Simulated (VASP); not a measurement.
# YV2ClO5 (Pmmm) in VASP: further runs

Runs on YV2ClO5. Level: r2SCAN. Tasks: single point.

All numbers are computed with VASP 6.6.1; they aren't measurements. Logs are shortened: lines on timing, memory, paths and dates and some standing lists are left out, and cuts for length are marked.

### 1 The crystal as given

Symmetry: Pmmm, No. 47, orthorhombic system. The conventional cell has a = 3.837 Å, b = 3.857 Å, c = 7.418 Å, α = 90.00°, β = 90.00°, γ = 90.00°. Around Y (site symmetry mmm) lie 8 O at 2.37 Å. Cl (site symmetry mmm) has 12 O at 2.72 to 3.02 Å as nearest neighbours. Around V (site symmetry mm2) lie 5 O at 1.95 to 1.96 Å. Around O (site symmetry mmm) lie 2 V at 1.96 Å. O (site symmetry mm2) has 2 V at 1.95 Å as nearest neighbours. Around O (site symmetry mm2) lie 2 V at 1.96 Å.

The cell was built by a generator and needn't be a form met in nature.

### 2 Single point, r2SCAN

Input file POSCAR:

```
YV2ClO5
1.0
    3.8567183200      0.0000000000      0.0000000000
    0.0000000000      3.8372456400      0.0000000000
    0.0000000000      0.0000000000      7.4179046200
Y Cl V O
1 1 2 5
Direct
    0.0000000000      0.0000000000      0.5000000000
    0.0000000000      0.0000000000      0.0000000000
    0.5000000000      0.5000000000      0.2639900000
    0.5000000000      0.5000000000      0.7360100000
    0.5000000000      0.5000000000      0.0000000000
    0.5000000000      0.0000000000      0.3137000000
    0.5000000000      0.0000000000      0.6863000000
    0.0000000000      0.5000000000      0.3127000000
    0.0000000000      0.5000000000      0.6873000000
```

Input file INCAR.step1:

```
SYSTEM = YV2ClO5
PREC = Accurate
ENCUT = 520
ISMEAR = -1
SIGMA = 0.0327
LREAL = .False.
LASPH = .True.
NELM = 60
NBANDS = 47
GGA = PE
ALGO = Normal
EDIFF = 1E-4
LWAVE = .True.
LCHARG = .False.
```

Input file INCAR.step2:

```
SYSTEM = YV2ClO5
PREC = Accurate
ENCUT = 520
EDIFF = 1E-7
ISMEAR = -1
SIGMA = 0.0327
LREAL = .False.
LASPH = .True.
NELM = 60
ALGO = Normal
ISIF = 2
LWAVE = .False.
LCHARG = .False.
METAGGA = R2SCAN
LMIXTAU = .True.
NBANDS = 47
ISTART = 1
```

Input file KPOINTS:

```
Automatic mesh
0
Gamma
  5 5 3
  0 0 0
```

Potentials or basis: VASP PAW PBE potentials, release 64 (Y_sv, Cl, V_sv, O).

Launch:

```sh
$ cat potpaw_PBE.64/Y_sv/POTCAR potpaw_PBE.64/Cl/POTCAR potpaw_PBE.64/V_sv/POTCAR potpaw_PBE.64/O/POTCAR > POTCAR
$ cp INCAR.step1 INCAR
$ mpirun -np 1 vasp_std > vasp.out
$ cp INCAR.step2 INCAR
$ mpirun -np 1 vasp_std > vasp.out
```

OUTCAR:

```text
SYSTEM = YV2ClO5
   PREC = Accurate
   ENCUT = 520
   EDIFF = 1E-7
   ISMEAR = -1
   LREAL = .False.
   LASPH = .True.
   NELM = 60
   ISIF = 2
   METAGGA = R2SCAN
   ISTART = 1

 ion  position               nearest neighbor table
   1  0.000  0.000  0.500-   8 2.37   9 2.37   8 2.37   9 2.37   6 2.37   7 2.37   6 2.37   7 2.37
                             3 3.23   4 3.23   3 3.23   4 3.23   3 3.23   4 3.23   3 3.23   4 3.23
   2  0.000  0.000  0.000-
   3  0.500  0.500  0.264-   6 1.95   6 1.95   5 1.96   8 1.96   8 1.96   1 3.23   1 3.23   1 3.23
                             1 3.23
   4  0.500  0.500  0.736-   7 1.95   7 1.95   5 1.96   9 1.96   9 1.96   1 3.23   1 3.23   1 3.23
                             1 3.23
   5  0.500  0.500  0.000-   3 1.96   4 1.96
   6  0.500  0.000  0.314-   3 1.95   3 1.95   1 2.37   1 2.37
   7  0.500  0.000  0.686-   4 1.95   4 1.95   1 2.37   1 2.37
   8  0.000  0.500  0.313-   3 1.96   3 1.96   1 2.37   1 2.37
   9  0.000  0.500  0.687-   4 1.96   4 1.96   1 2.37   1 2.37

  LATTYP: Found a simple orthorhombic cell.
 ALAT       =     3.8372456400
 B/A-ratio  =     1.0050746504
 C/A-ratio  =     1.9331325946

  Lattice vectors:

 A1 = (   0.0000000000,  -3.8372456400,   0.0000000000)
 A2 = (   3.8567183200,   0.0000000000,   0.0000000000)
 A3 = (   0.0000000000,   0.0000000000,   7.4179046200)

Analysis of symmetry for initial positions (statically):
=====================================================================
 Subroutine PRICEL returns:
 Original cell was already a primitive cell.

 Routine SETGRP: Setting up the symmetry group for a
 simple orthorhombic supercell.

 Subroutine GETGRP returns: Found  8 space group operations
 (whereof  8 operations were pure point group operations)
 out of a pool of  8 trial point group operations.

The static configuration has the point symmetry D_2h.

Analysis of symmetry for dynamics (positions and initial velocities):
=====================================================================
 Subroutine PRICEL returns:
 Original cell was already a primitive cell.

 Routine SETGRP: Setting up the symmetry group for a
 simple orthorhombic supercell.

 Subroutine GETGRP returns: Found  8 space group operations
 (whereof  8 operations were pure point group operations)
 out of a pool of  8 trial point group operations.

The dynamic configuration has the point symmetry D_2h.

 Subroutine INISYM returns: Found  8 space group operations
 (whereof  8 operations are pure point group operations),
 and found     1 'primitive' translations

----------------------------------------------------------------------------------------

                                     Primitive cell

  volume of cell :     109.7789

  direct lattice vectors                    reciprocal lattice vectors
     3.856718320  0.000000000  0.000000000     0.259287798  0.000000000  0.000000000
     0.000000000  3.837245640  0.000000000     0.000000000  0.260603593  0.000000000
     0.000000000  0.000000000  7.417904620     0.000000000  0.000000000  0.134808959

  length of vectors
     3.856718320  3.837245640  7.417904620     0.259287798  0.260603593  0.134808959

  position of ions in fractional coordinates (direct lattice)
     0.000000000  0.000000000  0.500000000
     0.000000000  0.000000000  0.000000000
     0.500000000  0.500000000  0.263990000
     0.500000000  0.500000000  0.736010000
     0.500000000  0.500000000  0.000000000
     0.500000000  0.000000000  0.313700000
     0.500000000  0.000000000  0.686300000
     0.000000000  0.500000000  0.312700000
     0.000000000  0.500000000  0.687300000

  ion indices of the primitive-cell ions
   primitive index   ion index
                 1           1
                 2           2
                 3           3
                 4           4
                 5           5
                 6           6
                 7           7
                 8           8
                 9           9

----------------------------------------------------------------------------------------

 KPOINTS: Automatic mesh

Automatic generation of k-mesh.
 Grid dimensions read from file:
 generate k-points for:    5    5    3

 Generating k-lattice:

  Cartesian coordinates                     Fractional coordinates (reciprocal lattice)
     0.051857560  0.000000000  0.000000000     0.200000000  0.000000000  0.000000000
     0.000000000  0.052120719  0.000000000     0.000000000  0.200000000  0.000000000
     0.000000000  0.000000000  0.044936320     0.000000000  0.000000000  0.333333333

  Length of vectors
     0.051857560  0.052120719  0.044936320

  Shift w.r.t. Gamma in fractional coordinates (k-lattice)
     0.000000000  0.000000000  0.000000000

 Subroutine IBZKPT returns following result:
 ===========================================

 Found     18 irreducible k-points:

 Following reciprocal coordinates:
            Coordinates               Weight
  0.000000  0.000000  0.000000      1.000000
  0.200000  0.000000  0.000000      2.000000
  0.400000  0.000000  0.000000      2.000000
  0.000000  0.200000  0.000000      2.000000
  0.200000  0.200000  0.000000      4.000000
  0.400000  0.200000  0.000000      4.000000
[... 10 lines left out ...]
  0.200000  0.400000  0.333333      8.000000
  0.400000  0.400000  0.333333      8.000000
   k-points           NKPTS =     18   k-points in BZ     NKDIM =     18   number of bands    NBANDS=     47
   number of dos      NEDOS =    301   number of ions     NIONS =      9
   total plane-waves  NPLWV =  50400
   dimension x,y,z NGX =    30 NGY =   30 NGZ =   56
   dimension x,y,z NGXF=    60 NGYF=   60 NGZF=  112
   ions per type =               1   1   2   5
   NGX,Y,Z   is equivalent  to a cutoff of  12.93, 13.00, 12.55 a.u.
   NGXF,Y,Z  is equivalent  to a cutoff of  25.86, 25.99, 25.10 a.u.
 SYSTEM =  YV2ClO5
   PREC   = accura    normal or accurate (medium, high low for compatibility)
   ISTART =      1    job   : 0-new  1-cont  2-samecut
   ICHARG =      0    charge: 1-file 2-atom 10-const
   ISPIN  =      1    spin polarized calculation?
   LNONCOLLINEAR =      F non collinear calculations
   LSORBIT =      F    spin-orbit coupling
   LASPH  =      T    aspherical Exc in radial PAW
   ENCUT  =  520.0 eV  38.22 Ry    6.18 a.u.   7.17  7.13 13.79*2*pi/ulx,y,z
   NELM   =     60;   NELMIN=  2; NELMDL=  0     # of ELM steps
   EDIFF  = 0.1E-06   stopping-criterion for ELM
   LREAL  =      F    real-space projection
   EDIFFG = 0.1E-05   stopping-criterion for IOM
   NSW    =      0    number of steps for IOM
   IBRION =     -1    ionic relax: 0-MD 1-quasi-New 2-CG
   NFREE  =      0    steps in history (QN), initial steepest desc. (CG)
   ISIF   =      2    stress and relaxation
   ISYM   =      2    0-nonsym 1-usesym 2-fastsym
   POTIM  = 0.5000    time-step for ionic-motion
   TEBEG  =    0.0;   TEEND  =   0.0 temperature during run
   PSTRESS=    0.0 pullay stress
   NELECT =      74.0000    total number of electrons
   NUPDOWN=      -1.0000    fix difference up-down
   EMIN   =  10.00;   EMAX   =-10.00  energy-range for DOS
   EFERMI =   0.00;   METHOD = LEGACY
   ISMEAR =    -1;   SIGMA  =   0.03  broadening in eV -4-tet -1-fermi 0-gaus
   EFERMI_NEDOS =   21; number of points for ismear=-14 and -15
   IALGO  =     38    algorithm
   IMIX   =      4    mixing-type and parameters
     AMIX     =   0.40;   BMIX     =  1.00
     AMIX_MAG =   1.60;   BMIX_MAG =  1.00
  volume/ion in A,a.u.               =      12.20        82.31
  Fermi-wavevector in a.u.,A,eV,Ry     =   1.435421  2.712551 28.033880  2.060432
  Thomas-Fermi vector in A             =   2.554721
   LORBIT       =      0    0 simple, 1 ext, 2 COOP (PROOUT), +10 PAW based schemes
   METAGGA = R2SCAN    functional components
   LHFCALC =     F    Hartree Fock is set to
   AEXX    =    0.0000 exact exchange contribution
   IVDW    =     0    specifies the selected vdW correction
   LEPSILON=     F    determine dielectric tensor
   LRPA    =     F    only Hartree local field effects (RPA)
 non-spin polarized calculation
  energy-cutoff  :      520.00
  volume of cell :      109.78
 maximum number of plane-waves:      2969
 NGX is ok and might be reduce to    30
   NGX = 15   NGY = 15   NGZ = 27

 number of electron      74.0000012 magnetization

 Free energy of the ion-electron system (eV)
  ---------------------------------------------------
  ext. energy  EPLUGINS =         0.00000000
  ---------------------------------------------------
  free energy    TOTEN  =      -104.94813326 eV

  energy without entropy =     -104.91324075  energy(sigma->0) =     -104.93068701

 E-fermi :   5.0255     XC(G=0): -11.9101

 val. band max:        5.0238089983   @ k =   0.0000   0.2000   0.3333
 cond. band min:       5.0451452484   @ k =   0.4000   0.4000   0.3333
 fundamental gap:      0.0213362501
 Fermi energy:         5.0255278605

 k-point     1 :       0.0000    0.0000    0.0000
  band No.  band energies     occupation
      1     -63.5122      2.00000
      2     -63.5110      2.00000
      3     -38.4121      2.00000
      4     -36.2051      2.00000
      5     -36.2032      2.00000
      6     -36.1942      2.00000
[... 39 lines left out ...]
     46       7.7551      0.00000
     47       8.5072      0.00000

 k-point     2 :       0.2000    0.0000    0.0000
  band No.  band energies     occupation
      1     -63.5119      2.00000
      2     -63.5108      2.00000
      3     -38.4071      2.00000
      4     -36.2046      2.00000
      5     -36.2040      2.00000
      6     -36.2034      2.00000
[... 39 lines left out ...]
     46       7.9248      0.00000
     47       8.9602      0.00000

 k-point     3 :       0.4000    0.0000    0.0000
  band No.  band energies     occupation
      1     -63.5115      2.00000
      2     -63.5104      2.00000
      3     -38.3990      2.00000
      4     -36.2211      2.00000
      5     -36.2199      2.00000
      6     -36.2039      2.00000
[... 739 lines left out ...]
     46       8.5921      0.00000
     47       9.7045      0.00000

 k-point    18 :       0.4000    0.4000    0.3333
  band No.  band energies     occupation
      1     -63.5106      2.00000
      2     -63.5099      2.00000
      3     -38.3824      2.00000
      4     -36.2343      2.00000
      5     -36.2328      2.00000
      6     -36.2214      2.00000
[... 39 lines left out ...]
     46       9.4301      0.00000
     47      10.0733      0.00000

------------------------ aborting loop because EDIFF is reached ----------------------------------------

  FORCE on cell =-STRESS in cart. coord.  units (eV):
  Direction    XX          YY          ZZ          XY          YZ          ZX
  --------------------------------------------------------------------------------------
  -------------------------------------------------------------------------------------
  Total       -4.9820059     -4.3968784     -8.2666132      0.0000000      0.0000000      0.0000000
  in kB      -72.7103192    -64.1706258   -120.6478071      0.0000000      0.0000000      0.0000000
  external PRESSURE =     -85.8429174 kB  Pullay stress =       0.0000000 kB

 VOLUME and BASIS-vectors are now :
 -----------------------------------------------------------------------------
  energy-cutoff  :      520.00
  volume of cell :      109.78
      direct lattice vectors                 reciprocal lattice vectors
     3.856718320  0.000000000  0.000000000     0.259287798  0.000000000  0.000000000
     0.000000000  3.837245640  0.000000000     0.000000000  0.260603593  0.000000000
     0.000000000  0.000000000  7.417904620     0.000000000  0.000000000  0.134808959

 POSITION                                       TOTAL-FORCE (eV/Angst)
 -----------------------------------------------------------------------------------
      0.00000      0.00000      3.70895         0.000000      0.000000     -0.000000
      0.00000      0.00000      0.00000         0.000000      0.000000     -0.000000
      1.92836      1.91862      1.95825         0.000000      0.000000     -3.551223
      1.92836      1.91862      5.45965         0.000000     -0.000000      3.551223
      1.92836      1.91862      0.00000         0.000000      0.000000     -0.000000
      1.92836      0.00000      2.32700         0.000000      0.000000      0.515651
      1.92836      0.00000      5.09091         0.000000      0.000000     -0.515651
      0.00000      1.91862      2.31958         0.000000      0.000000      0.561374
      0.00000      1.91862      5.09833         0.000000      0.000000     -0.561374
 -----------------------------------------------------------------------------------
    total drift:                                0.000000      0.000000      0.000000

  FREE ENERGIE OF THE ION-ELECTRON SYSTEM (eV)
  ---------------------------------------------------
  free  energy   TOTEN  =      -104.9481332644 eV

  energy  without entropy=     -104.9132407463  energy(sigma->0) =     -104.93068701
```

Run time: 5 min. Hardware: 1 thread of Intel Xeon Platinum 8488C (Sapphire Rapids), shared host; peak memory 0.29 GiB.

What came out:

```yaml
Free_energy: -104.9481 eV
Pressure: -8.6 GPa
Largest_force: 3.551 eV/Å
Band_gap_on_the_k_mesh: none (metal or under the smearing width)
```

Forces in eV/Å, atoms in the order of the input:
```
Y    0.000  0.000  0.000
Cl   0.000  0.000  0.000
V    0.000  0.000 -3.551
V    0.000  0.000  3.551
O    0.000  0.000  0.000
O    0.000  0.000  0.516
O    0.000  0.000 -0.516
O    0.000  0.000  0.561
O    0.000  0.000 -0.561
```

Stress tensor (GPa, compression positive):
```
 -7.27   0.00   0.00
  0.00  -6.42   0.00
  0.00   0.00 -12.06
```

Caveat: the PAW data sets were made with another functional, which shifts forces and pressure a little; the run has no spin polarisation, though such a crystal can be magnetic; semilocal functionals often make such compounds metallic where correlation or magnetic order opens a gap, which also shifts bond lengths. With open d or f shells a metallic result of r2SCAN can be an artefact of self-interaction; +U or a hybrid may open a gap.

(Continued in part 2 of 2.)
